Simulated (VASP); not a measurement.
Consider the following.

```
CELL_PARAMETERS angstrom
      0.00000     2.98646     2.98646
      2.98646     0.00000     2.98646
      2.98646     2.98646     0.00000
ATOMIC_POSITIONS crystal
  Cu 0.00000 0.00000 0.00000
  I  0.25000 0.25000 0.25000
```

Calculation: AM05 GGA, VASP's PBE PAW potentials (set 64) (plane waves; VASP). Numerical set-up: 520 eV cut-off, Gaussian smearing of 0.050 eV, potentials Cu I.

Unless said otherwise, spin-orbit coupling is left out, though it shifts the bands of the heavy elements here.

Task: Estimate the band gap (along the path) with the smallest direct gap where there is one.

Result: 
```
Property                                Value
------------------------------------  -------
band gap (along the path)             1.25 eV
smallest direct gap (along the path)  1.25 eV
```

Only differences to runs with the same potentials and settings are physical.

The compound is CuI in the zinc blende structure. It was relaxed first.
